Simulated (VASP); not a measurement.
```yaml
crystal:
  lattice:
    - [5.00874, 0.00000, 0.00000]
    - [0.00000, 7.08343, 0.00000]
    - [0.00000, 0.00000, 19.38640]
  atoms:
    - { symbol: Mn, position: [0.00000, 0.05357, 0.36108], spin: 4.0 }
    - { symbol: Mn, position: [0.50000, 0.30357, 0.45369], spin: 4.0 }
    - { symbol: Mn, position: [0.00000, 0.55357, 0.36108], spin: 4.0 }
    - { symbol: Mn, position: [0.50000, 0.80357, 0.45369], spin: 4.0 }
    - { symbol: Mn, position: [0.00000, 0.55357, 0.54631], spin: 4.0 }
    - { symbol: Mn, position: [0.50000, 0.80357, 0.63892], spin: 4.0 }
    - { symbol: Mn, position: [0.00000, 0.05357, 0.54631], spin: 4.0 }
    - { symbol: Mn, position: [0.50000, 0.30357, 0.63892], spin: 4.0 }
    - { symbol: S, position: [0.00000, 0.80357, 0.45369] }
    - { symbol: S, position: [0.50000, 0.55357, 0.36108] }
    - { symbol: S, position: [0.00000, 0.30357, 0.45369] }
    - { symbol: S, position: [0.50000, 0.05357, 0.36108] }
    - { symbol: S, position: [0.00000, 0.30357, 0.63892] }
    - { symbol: S, position: [0.50000, 0.05357, 0.54631] }
    - { symbol: S, position: [0.00000, 0.80357, 0.63892] }
    - { symbol: S, position: [0.50000, 0.55357, 0.54631] }
```

Level of theory: PBE GGA, VASP's PBE PAW potentials (set 64) (plane waves; VASP). Settings: LREAL = Auto, 300 eV cut-off, 3×3×1 Γ-centred mesh, Fermi-Dirac smearing of 0.14 eV, potentials Mn_pv S.

At this cut-off the stress carries a Pulay error, which pulls relaxed volumes low. The cell holds a wide vacuum, so values per volume refer to the whole cell. The moments were started parallel, and other spin orders were not tried in this run.

Question: Give the force on each atom (eV/Å).

Answer: 
```tsv
atom	Fx	Fy	Fz
Mn1	0.000	0.000	0.584
Mn2	0.000	0.000	-0.674
Mn3	0.000	0.000	0.584
Mn4	0.000	0.000	-0.674
Mn5	0.000	0.000	0.674
Mn6	0.000	0.000	-0.584
Mn7	0.000	0.000	0.674
Mn8	0.000	0.000	-0.584
S9	0.000	0.000	-0.281
S10	0.000	0.000	-0.098
S11	0.000	0.000	-0.281
S12	0.000	0.000	-0.098
S13	0.000	0.000	0.098
S14	0.000	0.000	0.281
S15	0.000	0.000	0.098
S16	0.000	0.000	0.281
```

Question: Give the stress tensor in GPa (positive for a compressed cell).

Answer: 
```
-2.39   0.00   0.00
 0.00   0.63   0.00
 0.00   0.00  -0.65
```
The pressure is its mean diagonal, -0.80 GPa.

The cell is a sheet with vacuum, built from a generated structure.
